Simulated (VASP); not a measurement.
**Nb2B: relaxation of cell and atoms with PBE**

Nb2B:

```
CELL_PARAMETERS angstrom
4.40760 0.00000 0.00000
-2.20380 3.81710 0.00000
0.00000 0.00000 2.66855
ATOMIC_POSITIONS crystal
Nb 0.33333 0.66667 0.50000
Nb 0.66667 0.33333 0.50000
B 0.00000 0.00000 0.00000
```

The cell was built by a generator and needn't be a form met in nature.

```json
{"Program": "VASP 6.6.1", "Task": "relaxation of cell and atoms", "Functional": "PBE", "Potentials or basis": "VASP PAW PBE potentials, release 64 (Nb_sv, B)", "Cutoff": "600 eV", "k mesh": "7 × 7 × 10", "Occupations": "fermi-dirac, width 0.05 eV", "Spin": "no spin polarisation", "Target pressure": "5 GPa", "Further INCAR settings": "ALGO = Normal; EDIFF = 1e-07; IBRION = 2; EDIFFG = -0.01; NSW = 40; ISIF = 3"}
```

```json
{
 "Relaxed volume": "14.53 Å³/atom",
 "Relaxed cell": "a = 4.362 Å, b = 4.362 Å, c = 2.645 Å, α = 90.00°, β = 90.00°, γ = 120.00°",
 "Space group after relaxing (to 0.05 Å)": "P6/mmm (No. 191)",
 "Energy change on relaxing (the enthalpy is what falls)": "+6.4 meV/atom",
 "Ionic steps": "6",
 "Pressure after relaxing": "5.0 GPa",
 "Band gap on the k mesh": "none (metal or under the smearing width)"
}
```

Step by step:
| step | energy change (eV) | largest force (eV/Å) | pressure (GPa) | volume (Å³) |
| --- | --- | --- | --- | --- |
| 1 | 0.0000 | 0.0005 | -0.11 | 44.90 |
| 2 | 0.1142 | 0.0005 | 12.89 | 41.86 |
| 3 | 0.0190 | 0.0001 | 4.95 | 43.59 |
| 4 | 0.0198 | 0.0000 | 5.06 | 43.57 |
| 5 | 0.0188 | 0.0001 | 4.93 | 43.60 |
| 6 | 0.0193 | 0.0000 | 4.98 | 43.59 |

Final structure:
```
Nb B
1.0
     4.36173    0.00003    0.00000
    -2.18084    3.77739    0.00000
     0.00000    0.00000    2.64548
Nb B
2 1
Direct
  0.33333 0.66667 0.50000
  0.66667 0.33333 0.50000
  0.00000 0.00000 0.00000
```

Levels at points of the mesh, in eV from the Fermi level:
```csv
k point,band 12,band 13,band 14,band 15,band 16,band 17
"(0.00, 0.00, 0.00)",-3.54,-1.46,0.04,0.04,2.16,2.16
"(0.00, 0.00, 0.50)",-3.66,-1.86,-1.86,0.36,0.36,1.22
```

Run time: 4.4 min on 1 thread of AMD EPYC 9R45 (Zen 5), on a shared host, peak memory 0.22 GiB.

Caveat: the cell is relaxed towards a set pressure, so the enthalpy falls and the energy may rise.
